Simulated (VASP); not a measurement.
Input:

```xyz
4
Lattice="3.3373 0.0000 0.0000 -1.6686 2.8902 0.0000 0.0000 0.0000 8.8338" Properties=species:S:1:pos:R:3 pbc="T T T"
Pd     0.0000     1.9268     0.3400
Pd     1.6686     0.9634     4.7569
Sb     0.0000     1.9268     2.9727
Sb     1.6686     0.9634     7.3896
```

Computed with PBEsol GGA, VASP's PBE PAW potentials (set 64) (plane waves; VASP). Run with 400 eV cut-off, Gaussian smearing of 0.050 eV, potentials Pd Sb.

Task: Give the energies of bands 5 to 18 at the high-symmetry points, in eV from the Fermi level.

Result: 
| band | Γ | M | K | A | L | H |
|---|---|---|---|---|---|---|
| 5 | -3.82 | -4.27 | -5.07 | -3.35 | -4.34 | -4.99 |
| 6 | -3.30 | -4.08 | -4.80 | -3.35 | -4.34 | -4.99 |
| 7 | -3.30 | -3.84 | -3.53 | -3.23 | -3.50 | -3.62 |
| 8 | -3.16 | -3.64 | -3.53 | -3.23 | -3.50 | -3.62 |
| 9 | -3.16 | -3.18 | -3.16 | -3.23 | -3.43 | -3.02 |
| 10 | -2.83 | -2.71 | -2.96 | -3.23 | -3.43 | -3.02 |
| 11 | -2.83 | -2.26 | -2.59 | -2.80 | -1.88 | -2.84 |
| 12 | -2.77 | -2.01 | -2.59 | -2.80 | -1.88 | -2.84 |
| 13 | -2.77 | -1.88 | -1.73 | -2.80 | -1.56 | -1.27 |
| 14 | -1.86 | -1.88 | -1.60 | -2.80 | -1.56 | -1.27 |
| 15 | 1.23 | -0.39 | -1.60 | 4.18 | -0.34 | -1.08 |
| 16 | 4.57 | -0.09 | -0.21 | 4.18 | -0.34 | -1.08 |
| 17 | 4.57 | 1.52 | 0.88 | 4.96 | 2.28 | 1.08 |
| 18 | 5.41 | 3.20 | 0.88 | 4.96 | 2.28 | 1.08 |

It has no gap at this level: it comes out as a metal or semimetal.

The structure was generated: PdSb was put into the wurtzite type (P6_3mc), which need not be its known phase. It was relaxed first, which changed the volume by -36 %.
